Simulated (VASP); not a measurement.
Input:

```
CELL_PARAMETERS angstrom
      3.85359    -2.15569    -0.03478
      3.85359     2.15569    -0.03478
      2.67970     0.00000     3.50964
ATOMIC_POSITIONS crystal
  Sb 0.23724 0.23724 0.23724
  Sb 0.76276 0.76276 0.76276
```

Computed with MS2 meta-GGA, VASP's PBE PAW potentials (set 64) (plane waves; VASP). Numerical set-up: 520 eV cut-off, 9×9×9 Γ-centred mesh, first-order Methfessel-Paxton smearing of 0.10 eV, potentials Sb.

Unless said otherwise, spin-orbit coupling is left out, though it shifts the bands of the heavy elements here.

**Question.** What does the run give for the energy per atom (σ→0), band gap (on the k-mesh) with the smallest direct gap where there is one?

**Answer.** 
```yaml
band gap (on the k-mesh): none (metal, semimetal or under 0.01 eV)
energy per atom (σ→0): -0.275 eV/atom
```

The absolute energy has meaning only against runs of the same code, potentials and settings.

The compound is Sb in the a7 structure. It was relaxed first. The start is the result of an earlier pass.
